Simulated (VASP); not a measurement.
Energy against volume of InSb (zinc blende). Computed with PBE GGA with D4 dispersion, VASP's PBE PAW potentials (set 64) (plane waves; VASP). Run with 520 eV cut-off, 10×10×10 Γ-centred mesh, first-order Methfessel-Paxton smearing of 0.10 eV, potentials In_d Sb.

| V (Å³/atom) | E (eV/atom) |
|---|---|
| 32.824 | -3.79704 |
| 33.871 | -3.81162 |
| 34.919 | -3.81632 |
| 35.966 | -3.81268 |

Q: Fit these four points and predict the energy of the run at 37.014 Å³/atom.

A: A cubic in V^(−2/3), the third-order Birch-Murnaghan form, passes through the four points with V0 = 34.96 Å³/atom and B0 = 42 GPa, and gives -3.8020 eV/atom there. The run gave -3.8021 eV/atom, -0.1 meV/atom from the fit; all five points give B0 = 42 GPa.

The compound is InSb in the zinc blende structure. It was relaxed first.
